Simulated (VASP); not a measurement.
Level of theory: r2SCAN meta-GGA, VASP's PBE PAW potentials (set 64) (plane waves; VASP).

VASP ran on this input.

### POSCAR
```
Al3Sc(111) slab
1
    5.7771685639     0.0000000000     0.0000000000
   -2.8885842820     5.0031744253     0.0000000000
    0.0000000000     0.0000000000    24.3794712777
Sc Al
4 12
Direct
  1.0000000000   1.0000000000   0.3551673873
  0.3333330000   0.6666670000   0.4533951827
  0.6666670000   0.3333330000   0.5466048173
  1.0000000000   1.0000000000   0.6448326127
  0.5016054495   0.4983945505   0.3494564302
  0.5016054495   0.0032108991   0.3494564302
  0.9967891009   0.4983945505   0.3494564302
  0.8303635789   0.1696364211   0.4496087394
  0.8303635789   0.6607281578   0.4496087394
  0.3392718422   0.1696364211   0.4496087394
  0.1696364211   0.8303635789   0.5503912606
  0.1696364211   0.3392718422   0.5503912606
  0.6607281578   0.8303635789   0.5503912606
  0.4983945505   0.5016054495   0.6505435698
  0.4983945505   0.9967891009   0.6505435698
  0.0032108991   0.5016054495   0.6505435698
```

### INCAR
```
! general
SYSTEM =Al3Sc(111) slab
PREC   =Normal
ENCUT  =400
LREAL  =.False.
LASPH  =.True.

! electronic loop
EDIFF  =1E-6
NELM   =100   ! most electronic steps
NELMIN =4
ALGO   =Normal   ! blocked Davidson
LMAXMIX=4   ! l cut-off of mixed one-centre charges
LMIXTAU=.True.

! smearing
ISMEAR =1   ! Methfessel-Paxton
SIGMA  =0.1

! functional
METAGGA=R2SCAN

! output
LWAVE  =.False.
LCHARG =.False.
LORBIT =11
LVHAR  =.True.

! other
LDIPOL =.True.
IDIPOL =3
DIPOL  =0.5 0.5 0.5
```

### KPOINTS
```
kpoints
0
Gamma
 6 6 1
```

POTCAR, in this order: Sc_sv Al (PBE.64 set). Program: vasp_std. Read from the step before: WAVECAR.

What VASP printed:

File OSZICAR:
```
       N       E                     dE             d eps       ncg     rms          rms(c)
DAV:   1    -0.129116850397E+03   -0.12912E+03   -0.19885E-05   604   0.271E-02    0.104E-03
DAV:   2    -0.129116850370E+03    0.26961E-07   -0.15934E-06   588   0.118E-02    0.564E-04
DAV:   3    -0.129116851523E+03   -0.11528E-05   -0.65806E-07   508   0.761E-03    0.553E-04
DAV:   4    -0.129116851520E+03    0.33042E-08   -0.22448E-07   414   0.500E-03
   1 F= -.12911685E+03 E0= -.12911767E+03  d E =0.244785E-02
```

OUTCAR:
```
------------------------ aborting loop because EDIFF is reached ----------------------------------------
  FORCE on cell =-STRESS in cart. coord.  units (eV):
  Direction    XX          YY          ZZ          XY          YZ          ZX
  --------------------------------------------------------------------------------------
  Total       -5.8866807     -5.8866800      0.0373448      0.0000000      0.0000000      0.0000000
  in kB      -13.3843134    -13.3843117      0.0849095      0.0000000      0.0000000      0.0000000
  external PRESSURE =      -8.8945719 kB  Pullay stress =       0.0000000 kB
  volume of cell :      704.67
      direct lattice vectors                 reciprocal lattice vectors
     5.777168564  0.000000000  0.000000000     0.173095174  0.099936552  0.000000000
    -2.888584282  5.003174425  0.000000000     0.000000000  0.199873104  0.000000000
     0.000000000  0.000000000 24.379471278     0.000000000  0.000000000  0.041018117
 POSITION                                       TOTAL-FORCE (eV/Angst)
 -----------------------------------------------------------------------------------
      0.00000      0.00000      8.65879        -0.000000     -0.000000     -0.008272
     -0.00000      3.33545     11.05353        -0.000000     -0.000000     -0.004792
      2.88859      1.66772     13.32594        -0.000000     -0.000000      0.004792
      0.00000      0.00000     15.72068        -0.000000     -0.000000      0.008272
      1.45820      2.49355      8.51956        -0.009749      0.005628      0.000282
      2.88858      0.01606      8.51956         0.000000     -0.011257      0.000282
      4.31896      2.49355      8.51956         0.009749      0.005628      0.000282
      4.30714      0.84872     10.96122        -0.000776      0.000448     -0.010183
      2.88858      3.30574     10.96122         0.000000     -0.000896     -0.010183
      1.47002      0.84872     10.96122         0.000776      0.000448     -0.010183
     -1.41856      4.15445     13.41825         0.000776     -0.000448      0.010183
      0.00000      1.69744     13.41825        -0.000000      0.000896      0.010183
      1.41856      4.15445     13.41825        -0.000776     -0.000448      0.010183
      1.43038      2.50962     15.85991         0.009749     -0.005628     -0.000282
      0.00000      4.98711     15.85991        -0.000000      0.011257     -0.000282
     -1.43038      2.50962     15.85991        -0.009749     -0.005628     -0.000282
 -----------------------------------------------------------------------------------
    total drift:                                0.000000      0.000000      0.000000
  FREE ENERGIE OF THE ION-ELECTRON SYSTEM (eV)
  ---------------------------------------------------
  free  energy   TOTEN  =      -129.1168515200 eV

  energy  without entropy=     -129.1192993697  energy(sigma->0) =     -129.11766747

 total charge

# of ion       s       p       d       tot
------------------------------------------
    1        2.183   6.139   1.137   9.459
    2        2.181   6.147   1.190   9.518
    3        2.181   6.147   1.190   9.518
    4        2.183   6.139   1.137   9.459
    5        0.441   0.351   0.000   0.792
    6        0.441   0.351   0.000   0.792
    7        0.441   0.351   0.000   0.792
    8        0.425   0.389   0.000   0.814
    9        0.425   0.389   0.000   0.814
   10        0.425   0.389   0.000   0.814
   11        0.425   0.389   0.000   0.814
   12        0.425   0.389   0.000   0.814
   13        0.425   0.389   0.000   0.814
   14        0.441   0.351   0.000   0.792
   15        0.441   0.351   0.000   0.792
   16        0.441   0.351   0.000   0.792
--------------------------------------------------
tot         13.925  29.010   4.654  47.589
```
(Selected blocks of OUTCAR.)

OUTCAR:
```
 val. band max:        0.0298532094   @ k =   0.1667   0.1667   0.0000

 cond. band min:       0.1247568018   @ k =   0.3333   0.0000   0.0000


 Fermi energy:         0.1223561991

 k-point     1 :       0.0000    0.0000    0.0000
  band No.  band energies     occupation
      1     -51.0363      2.00000
      2     -51.0363      2.00000
      3     -50.9714      2.00000
      4     -50.9689      2.00000
      5     -28.8764      2.00000
      6     -28.8763      2.00000
      7     -28.7215      2.00000
      8     -28.7214      2.00000
      9     -28.7079      2.00000
     10     -28.7077      2.00000
     11     -28.6956      2.00000
     12     -28.6889      2.00000
     13     -28.6887      2.00000
     14     -28.6880      2.00000
     15     -28.6878      2.00000
     16     -28.6825      2.00000
     17      -9.7339      2.00000
     18      -8.7391      2.00000
     19      -7.2060      2.00000
     20      -5.5767      2.00000
     21      -4.3411      2.00000
     22      -4.3411      2.00000
     23      -4.0202      2.00000
     24      -4.0202      2.00000
     25      -3.8122      2.00000
     26      -3.3541      2.00000
     27      -3.2685      2.00000
     28      -3.2685      2.00000
     29      -2.7720      2.00000
     30      -2.6028      2.00000
     31      -2.6028      2.00000
     32      -2.2809      2.00000
     33      -1.9956      2.00000
     34      -1.9956      2.00000
     35      -1.9310      2.00000
     36      -1.3109      2.00000
     37      -1.3108      2.00000
     38      -1.0616      2.00000
     39       0.1573      0.44676
     40       0.1573      0.44648
     41       0.1944      0.06668
     42       0.1944      0.06655
     43       0.9583     -0.00000
     44       0.9736     -0.00000
     45       0.9736     -0.00000
     46       1.0952     -0.00000
     47       1.0953     -0.00000
     48       1.9383     -0.00000
     49       2.1755      0.00000

 k-point     2 :       0.1667   -0.0000    0.0000
...
```

The cell is a thin slab with vacuum, built from Al3Sc (L1_2): (111) face.
